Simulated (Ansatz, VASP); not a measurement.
# Cross-check of ZrC between VASP and Ansatz, part 2 of 2

Aim: how closely do two programs agree when they are given the same cell, functional and k mesh? The cell is generated by rule, not measured, and may not be a known phase. The cell is taken from a series of runs on this material, whose earlier steps may have relaxed, scaled, displaced or heated it; both programs get it as it stands.

VASP 6.6.1 and Ansatz 0.2.0.

So far. Step 5 (Ansatz: single point, LDA, pair 2): The run ends at a pressure of 1.83 GPa, with forces up to 0.55 eV/Å. Step 6 (VASP: single point, LDA, pair 2): The run ends at a pressure of 2.05 GPa, with forces up to 0.54 eV/Å.

The structure was built from a prototype and need not be the compound's stable phase.

### 7. Side by side

Both answers:

```csv
quantity,Ansatz,VASP,difference
pressure (GPa),1.83,2.05,-0.23
```

Forces (eV/Å; atoms numbered as in POSCAR):

```csv
atom,"Ansatz x, y, z","VASP x, y, z"
Zr1,"0.000, 0.000, 0.000","0.000, 0.000, 0.000"
Zr2,"0.000, 0.000, 0.000","0.000, 0.000, 0.000"
C3,"-0.555, 0.000, 0.000","-0.543, 0.000, 0.000"
C4,"0.555, 0.000, 0.000","0.543, 0.000, 0.000"
```

The forces differ by 4.7 meV/Å r.m.s., which is 2.1 % of the r.m.s. force of 0.222 eV/Å (both taken over all components).

### 8. VASP: single point, LDA, pair 3

A single point gives forces, pressure and levels at one fixed geometry, so differences don't come from the geometry; what else differs is listed under the comparison.

Contents of INCAR:

```
SYSTEM = ZrC
PREC = Accurate
ENCUT = 600
EDIFF = 1E-06
NELM = 120
ISMEAR = 1
SIGMA = 0.15
LREAL = .FALSE.
ALGO = Normal
GGA = PW92
NBANDS = 22
LASPH = .TRUE.
LORBIT = 11
LWAVE = .FALSE.
LCHARG = .FALSE.
ISIF = 2
GGA_COMPAT = .FALSE.
KPAR = 2
```

Contents of POSCAR:

```
ZrC
1.0
   -2.8705367897      0.0000000000      0.0000000000
    0.0000000000     -2.8705367897     -2.8705367897
    0.0000000000     -2.8705367897      2.8705367897
Zr C
2 2
Direct
    0.0000000000      0.5000000000      0.5000000000
    0.0000000000      0.0000000000      0.0000000000
    0.5766407178      0.0000000000      0.5000000000
    0.4233592822      0.5000000000      0.0000000000
```

Contents of KPOINTS:

```
Automatic mesh
0
Gamma
12 10 10
0 0 0
```

The projector-augmented-wave data sets are Zr_sv and C (LDA family, release 64).

The run is started by

```sh
$ mpirun -np 2 vasp_std
```

Numbers of over 12 decimals in the logs are rounded to 6 here.

What it wrote:

```text
[... set-up lines as in an earlier step ...]
 entering main loop
       N       E                     dE             d eps       ncg     rms          rms(c)
DAV:   1     0.287239250819E+03    0.28724E+03   -0.19049E+04  6468   0.166E+03
DAV:   2    -0.220182235851E+02   -0.30926E+03   -0.29550E+03  7426   0.424E+02
DAV:   3    -0.442714997943E+02   -0.22253E+02   -0.21507E+02 11578   0.926E+01
DAV:   4    -0.448991595052E+02   -0.62766E+00   -0.62667E+00  8192   0.152E+01
[...]
DAV:  12    -0.378898693223E+02    0.35088E-05   -0.78768E-05  9616   0.612E-02    0.219E-02
DAV:  13    -0.378898668238E+02    0.24986E-05   -0.70100E-06  6928   0.193E-02    0.284E-03
DAV:  14    -0.378898667576E+02    0.66164E-07   -0.61187E-07  4782   0.761E-03
   1 F= -.37889867E+02 E0= -.37891195E+02  d E =0.398600E-02
```

From OUTCAR (step 8):

```text
  Total       -1.7193757      2.7673116      2.7673116      0.0000000      0.0000000      0.0000000
  in kB      -58.2320405     93.7236739     93.7236739      0.0000000      0.0000000      0.0000000
  external PRESSURE =      43.0717691 kB  Pullay stress =       0.0000000 kB

 POSITION                                       TOTAL-FORCE (eV/Angst)
 -----------------------------------------------------------------------------------
      0.00000     -2.87054      0.00000         0.000000     -0.000000     -0.000000
      0.00000      0.00000      0.00000         0.000000     -0.000000     -0.000000
     -1.65527     -1.43527      1.43527        -0.711497     -0.000000     -0.000000
     -1.21527     -1.43527     -1.43527         0.711497      0.000000      0.000000
 -----------------------------------------------------------------------------------
    total drift:                               -0.000000     -0.000000      0.000000

  FREE ENERGIE OF THE ION-ELECTRON SYSTEM (eV)
  ---------------------------------------------------
  free  energy   TOTEN  =       -37.8898667576 eV

  energy  without entropy=      -37.8938527548  energy(sigma->0) =      -37.89119542

[... 2 parts as in an earlier step ...]

[... 1 further part left out ...]
[key lines of the parts left out:]
E-fermi :  10.8244
```

The run ends at a pressure of 4.31 GPa, with forces up to 0.71 eV/Å.

### 9. Ansatz: single point, LDA, pair 3

The same cell, functional (in two slightly different forms), mesh and smearing now go to Ansatz, which takes its cutoff from its data sets.

The cell is taken from a series of runs on this material, whose earlier steps may have relaxed, scaled, displaced or heated it; both programs get it as it stands.

Contents of input.yaml:

```yaml
crystal:
  lattice:
    - [-2.8705367897, 0.0, 0.0]
    - [0.0, -2.8705367897, -2.8705367897]
    - [0.0, -2.8705367897, 2.8705367897]
  atoms:
    - { symbol: Zr, position: [1.0, 0.5, 0.5] }
    - { symbol: Zr, position: [1.0, 1.0, 0.0] }
    - { symbol: C, position: [0.5766407178, 0.0, 0.5] }
    - { symbol: C, position: [0.4233592822, 0.5, 0.0] }
kpoints:
  mp_grid: { grid: [12, 10, 10] }
hamiltonian:
  xc: lda
scf:
  occupations: { method: methfessel_paxton, width: 0.15 }
output:
  forces: true
  stress: true
  eigenvalues: true
```

The run is started by

```sh
$ ansatz run input.yaml --threads 4 --pin off --max-ram 7168MiB --backend cpu --events-out ev --progress --plain --runs-dir out
```

What it wrote:

```text
[...]
Crystal: 4 atoms, lattice volume = 47.306 Å³
Basis set: ecut = 420 eV, 929 PW (Γ)
Bands: 20, of which v1, the nominal top of the filled ones, is band 16 counted from 1 (15 counted from 0)
Symmetry: 16 space group operations
[...]
k-points: 147 of 1200
[...]
--- Band table (eV; the first three rows and the last of 147) ---
  k-point 0: bands = [... 12 lower, 14.5127, 14.5127, 15.9017, 17.1406, 17.1406, 17.8734, 19.1946, 20.1184]
  k-point 1: bands = [... 12 lower, 14.4648, 14.5201, 16.1883, 16.9410, 17.2539, 17.7675, 18.7136, 20.1609]
  k-point 2: bands = [... 12 lower, 14.5000, 14.5396, 16.4854, 16.5954, 17.4995, 17.5901, 17.9905, 20.2886]
  k-point 146: bands = [... 12 lower, 14.4207, 14.4207, 15.4061, 15.4061, 19.0851, 19.0851, 19.3083, 19.3083]
[key lines of the parts left out:]
SCF converged after 6 iterations
Free energy (F): -8639.969359 eV
Fermi energy:    16.473308 eV
P = ⅓ Tr σ = 4.0599 GPa (40.599 kbar)
```

The run ends at a pressure of 4.06 GPa, with forces up to 0.73 eV/Å.

### 10. Side by side

Both answers:

```csv
quantity,Ansatz,VASP,difference
pressure (GPa),4.06,4.31,-0.25
```

Forces (eV/Å; atoms numbered as in POSCAR):

```csv
atom,"Ansatz x, y, z","VASP x, y, z"
Zr1,"0.000, 0.000, 0.000","0.000, 0.000, 0.000"
Zr2,"0.000, 0.000, 0.000","0.000, 0.000, 0.000"
C3,"-0.726, 0.000, 0.000","-0.711, 0.000, 0.000"
C4,"0.726, 0.000, 0.000","0.711, 0.000, 0.000"
```

The forces differ by 5.8 meV/Å r.m.s., which is 2.0 % of the r.m.s. force of 0.290 eV/Å (both taken over all components).

### 11. Outcome

```
r.m.s. force difference (single point, LDA, pair 1) : 2.9 meV/Å
r.m.s. force difference (single point, LDA, pair 2) : 2.1 % of the r.m.s. force
r.m.s. force difference (single point, LDA, pair 3) : 2.0 % of the r.m.s. force
```

The r.m.s. force difference is 2.1 % of the r.m.s. force (single point, LDA, pair 2), within the 3 % picked in this series as the mark of a large difference. 5 further runs of this series are not shown here. Such differences can come from data sets, numerical settings and the points named under the comparisons, not from the functional's error against experiment.

[Lines on the potential files, build, host, timing and source positions are cut from VASP's logs without a mark.]

[Logs are printed without paths, hosts, clocks, repeated set-up lines and the standing remarks that a program may print on its own settings, such as how far it seeks lower states.]

[Hosts, paths, dates, database ids (printed as entryN), source tags and the programs' standing remarks are cut or masked in the printed files.]
